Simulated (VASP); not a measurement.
Computed with PBEsol GGA, VASP's PBE PAW potentials (set 64) (plane waves; VASP 6.6.1).

Input for VASP

POSCAR:
```
PdIn
3.250
  1.0000000000   0.0000000000   0.0000000000
  0.0000000000   1.0000000000   0.0000000000
  0.0000000000   0.0000000000   1.0000000000
In Pd
1 1
Cartesian
  0.5000000000   0.5000000000   0.5000000000
  0.0000000000   0.0000000000   0.0000000000
```

INCAR:
```
ALGO=Normal
EDIFF=1E-6
ENCUT=300
GGA=PS
ISIF=2
ISMEAR=-1
LASPH=T
LCHARG=F
LMAXMIX=4
LREAL=F
LWAVE=F
NELM=100
PREC=Accurate
SIGMA=0.1
SYSTEM=PdIn
```

File KPOINTS:
```
kpoints
0
gamma
8 8 8
```

POTCAR, in this order: In_d Pd (PBE.64 set). Program: vasp_std.

What VASP printed:

### OSZICAR
```
       N       E                     dE             d eps       ncg     rms          rms(c)
DAV:   1     0.127597772357E+03    0.12760E+03   -0.82657E+03  1086   0.137E+03
DAV:   2    -0.511678691447E+01   -0.13271E+03   -0.12905E+03  1092   0.329E+02
DAV:   3    -0.102205703318E+02   -0.51038E+01   -0.50496E+01  1337   0.722E+01
DAV:   4    -0.103142285347E+02   -0.93658E-01   -0.93647E-01  1334   0.889E+00
DAV:   5    -0.103172030646E+02   -0.29745E-02   -0.29745E-02  1545   0.139E+00    0.711E+00
DAV:   6    -0.100786881006E+02    0.23851E+00   -0.77297E-01  1148   0.116E+01    0.318E+00
DAV:   7    -0.100341647823E+02    0.44523E-01   -0.10137E-01  1444   0.597E+00    0.168E+00
DAV:   8    -0.100222520742E+02    0.11913E-01   -0.27734E-02  1309   0.181E+00    0.427E-01
DAV:   9    -0.100210544915E+02    0.11976E-02   -0.21427E-03  1365   0.836E-01    0.575E-02
DAV:  10    -0.100210421335E+02    0.12358E-04   -0.43974E-05  1459   0.102E-01    0.191E-02
DAV:  11    -0.100210411595E+02    0.97405E-06   -0.33566E-06  1181   0.175E-02
   1 F= -.10021041E+02 E0= -.10008337E+02  d E =-.254079E-01
```

**OUTCAR**
```
------------------------ aborting loop because EDIFF is reached ----------------------------------------
  FORCE on cell =-STRESS in cart. coord.  units (eV):
  Direction    XX          YY          ZZ          XY          YZ          ZX
  --------------------------------------------------------------------------------------
  Total       -0.1345126     -0.1345126     -0.1345126      0.0000000      0.0000000     -0.0000000
  in kB       -6.2780322     -6.2780322     -6.2780322      0.0000000      0.0000000     -0.0000000
  external PRESSURE =      -6.2780322 kB  Pullay stress =       0.0000000 kB
  volume of cell :       34.33
      direct lattice vectors                 reciprocal lattice vectors
     3.250000000  0.000000000  0.000000000     0.307692308  0.000000000  0.000000000
     0.000000000  3.250000000  0.000000000     0.000000000  0.307692308  0.000000000
     0.000000000  0.000000000  3.250000000     0.000000000  0.000000000  0.307692308
 POSITION                                       TOTAL-FORCE (eV/Angst)
 -----------------------------------------------------------------------------------
      1.62500      1.62500      1.62500         0.000000      0.000000      0.000000
      0.00000      0.00000      0.00000         0.000000      0.000000      0.000000
 -----------------------------------------------------------------------------------
    total drift:                                0.000000     -0.000000      0.000000
  FREE ENERGIE OF THE ION-ELECTRON SYSTEM (eV)
  ---------------------------------------------------
  free  energy   TOTEN  =       -10.0210411595 eV

  energy  without entropy=       -9.9956332336  energy(sigma->0) =      -10.00833720
```
(Selected blocks of OUTCAR.)

At this cut-off the stress carries a Pulay error, which pulls relaxed volumes low.

The structure is a typed PdIn crystal (Pm-3m). The cell was not relaxed at this level. The run is one of a series of settings (GGA = PS against the base run), some of them coarse on purpose. The electron count is odd and the run is not spin-polarised, which forces a metal.
